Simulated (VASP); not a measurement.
Method: PBEsol GGA, VASP's PBE PAW potentials (set 64) (plane waves; VASP 6.6.1).

VASP input:

### POSCAR
```
ZnS(110) slab
5.3601780
  1.0000000672   0.0000000000   0.0000000000
  0.0000000000   0.7071068867   0.0000000000
  0.0000000000   0.0000000000   4.8939639150
Zn S
6 6
Direct
  0.9445771097   0.0000000000   0.6639261437
  0.5165411563   0.5000000000   0.6126330060
  0.0142024812   0.0000000000   0.5343198620
  0.5142024812   0.5000000000   0.4656801380
  0.0165411563   0.0000000000   0.3873669940
  0.4445771097   0.5000000000   0.3360738563
  0.2652558685   0.0000000000   0.6073892221
  0.7478617682   0.5000000000   0.6865508670
  0.2615616160   0.0000000000   0.4622652891
  0.7615616160   0.5000000000   0.5377347109
  0.2478617682   0.0000000000   0.3134491330
  0.7652558685   0.5000000000   0.3926107779
```

**INCAR**
```
SYSTEM = ZnS(110) slab
PREC = Normal; ENCUT = 400; LREAL = .FALSE.
LASPH = .TRUE.
EDIFF = 1E-6; NELM = 100; NELMIN = 4
ALGO = Normal; LMAXMIX = 4
ISMEAR = 0; SIGMA = 0.05
GGA = PS
LWAVE = .FALSE.; LCHARG = .FALSE.; LORBIT = 11
LVHAR = .TRUE.
DIPOL = 0.5 0.5 0.5
LDIPOL = .TRUE.; IDIPOL = 3
```

### KPOINTS
```
Automatic mesh
0
Gamma
4 5 1
0 0 0
```

POTCAR, in this order: Zn S (PBE.64 set). Program: vasp_std. Read from the step before: WAVECAR.

Output of the run:

**OSZICAR**
```
       N       E                     dE             d eps       ncg     rms          rms(c)
DAV:   1    -0.441803880640E+02   -0.44180E+02   -0.25497E-05  1496   0.188E-01    0.124E-02
DAV:   2    -0.441803859646E+02    0.20994E-05   -0.10067E-05  1424   0.110E-01    0.570E-03
DAV:   3    -0.441803853829E+02    0.58165E-06   -0.12860E-06   936   0.214E-02    0.331E-03
DAV:   4    -0.441803855360E+02   -0.15306E-06   -0.30415E-06  1056   0.107E-02
   1 F= -.44180386E+02 E0= -.44180386E+02  d E =-.372286E-15
```

**OUTCAR**
```
------------------------ aborting loop because EDIFF is reached ----------------------------------------
  FORCE on cell =-STRESS in cart. coord.  units (eV):
  Direction    XX          YY          ZZ          XY          YZ          ZX
  --------------------------------------------------------------------------------------
  Total       -0.9239905     -1.3599415     -0.6176559      0.0000000      0.0000000      0.0000000
  in kB       -2.7777591     -4.0883430     -1.8568365      0.0000000      0.0000000      0.0000000
  external PRESSURE =      -2.9076462 kB  Pullay stress =       0.0000000 kB
  volume of cell :      532.95
      direct lattice vectors                 reciprocal lattice vectors
     5.360178360  0.000000000  0.000000000     0.186560956  0.000000000  0.000000000
     0.000000000  3.790218778  0.000000000     0.000000000  0.263837013  0.000000000
     0.000000000  0.000000000 26.232517710     0.000000000  0.000000000  0.038120626
 POSITION                                       TOTAL-FORCE (eV/Angst)
 -----------------------------------------------------------------------------------
      5.06310      0.00000     17.41645        -0.003949      0.000000     -0.007718
      2.76875      1.89511     16.07091        -0.008852      0.000000     -0.013196
      0.07613      0.00000     14.01656        -0.011226      0.000000      0.014772
      2.75622      1.89511     12.21596        -0.011226      0.000000     -0.014772
      0.08866      0.00000     10.16161        -0.008852      0.000000      0.013196
      2.38301      1.89511      8.81606        -0.003949      0.000000      0.007718
      1.42182      0.00000     15.93335         0.003170      0.000000     -0.000899
      4.00867      1.89511     18.00996         0.010925      0.000000     -0.003975
      1.40202      0.00000     12.12638         0.009932      0.000000     -0.000845
      4.08211      1.89511     14.10614         0.009932      0.000000      0.000845
      1.32858      0.00000      8.22256         0.010925      0.000000      0.003975
      4.10191      1.89511     10.29917         0.003170      0.000000      0.000899
 -----------------------------------------------------------------------------------
    total drift:                               -0.016576      0.000000     -0.000276
  FREE ENERGIE OF THE ION-ELECTRON SYSTEM (eV)
  ---------------------------------------------------
  free  energy   TOTEN  =       -44.1803855360 eV

  energy  without entropy=      -44.1803855360  energy(sigma->0) =      -44.18038554

 total charge

# of ion       s       p       d       tot
------------------------------------------
    1        0.576   0.464   9.789  10.829
    2        0.531   0.498   9.798  10.828
    3        0.530   0.498   9.798  10.827
    4        0.530   0.498   9.798  10.827
    5        0.531   0.498   9.798  10.828
    6        0.576   0.464   9.789  10.829
    7        1.310   2.419   0.000   3.729
    8        1.326   2.379   0.000   3.705
    9        1.310   2.413   0.000   3.723
   10        1.310   2.413   0.000   3.723
   11        1.326   2.379   0.000   3.705
   12        1.310   2.419   0.000   3.729
--------------------------------------------------
tot         11.165  17.345  58.773  87.282
```
(Selected blocks of OUTCAR.)

The cell is a thin slab with vacuum, built from ZnS (zinc blende): (110) face.
